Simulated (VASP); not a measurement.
Here is the system:

```
CELL_PARAMETERS angstrom
      4.41233     0.00000     0.00000
      0.00000     4.41233     0.00000
      0.00000     0.00000     4.41233
ATOMIC_POSITIONS crystal
  Cs 0.00000 0.00000 0.00000
  Br 0.50000 0.50000 0.50000
```

The numbers are results of vdW-DF2, VASP's PBE PAW potentials (set 64) (plane waves; VASP), not measurements. Run with 520 eV cut-off, Gaussian smearing of 0.050 eV, potentials Cs_sv Br.

Unless said otherwise, spin-orbit coupling is left out, though it shifts the bands of the heavy elements here.

**Question.** Give the energies of bands 3 to 11 at the high-symmetry points, in eV from the valence-band maximum.

**Answer.** 
| band | Γ | X | M | R |
|---|---|---|---|---|
| 3 | -6.52 | -6.87 | -7.00 | -6.86 |
| 4 | -6.52 | -6.44 | -7.00 | -6.86 |
| 5 | -6.52 | -6.44 | -6.39 | -6.86 |
| 6 | -0.02 | -1.19 | -0.56 | -1.02 |
| 7 | -0.02 | -0.18 | -0.56 | -1.02 |
| 8 | -0.02 | -0.18 | 0.00 | -1.02 |
| 9 | 3.99 | 5.68 | 5.00 | 7.83 |
| 10 | 4.81 | 6.70 | 5.30 | 7.83 |
| 11 | 4.81 | 7.19 | 7.02 | 7.83 |

The gap is indirect, 3.99 eV, from the valence maximum at M to the conduction minimum at Γ.

Measured: gap 7.30 eV (computed value off by -3.31 eV), as given by Aguado et al., (1998), arXiv:cond-mat/9809176.

The compound is CsBr in the CsCl type structure. It was relaxed first, which changed the volume by +9 %.
